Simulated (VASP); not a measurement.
A cell of Lu (hcp) near equilibrium:

```
CELL_PARAMETERS angstrom
      1.72826    -2.99344     0.00000
      1.72826     2.99344     0.00000
      0.00000     0.00000     5.37370
ATOMIC_POSITIONS crystal
  Lu 0.33333 0.66667 0.25000
  Lu 0.66667 0.33333 0.75000
```

Level of theory: PBEsol GGA, VASP's PBE PAW potentials (set 64) (plane waves; VASP).

| run | ΔE (meV/atom) | σxx | σyy | σzz | largest shear component, with its sign (GPa) | largest force (eV/Å) |
|---|---|---|---|---|---|---|
| as it is | 0.0 | 0.14 | 0.14 | -0.12 | 0.00 | 0.000 |
| after one change | 12.6 | 0.20 | 0.20 | 0.25 | 0.00 | 0.506 |
Stress is in GPa, positive when the cell is compressed.

**Question.** What was changed between the two runs?
(A) atom 2 (Lu) moved by -0.100 Å along z
(B) uniaxial strain of -1.0 % along z
(C) atom 1 (Lu) moved by -0.200 Å along y

**Answer.** A, atom 2 (Lu) moved by -0.100 Å along z

The compound is Lu in the hcp structure.
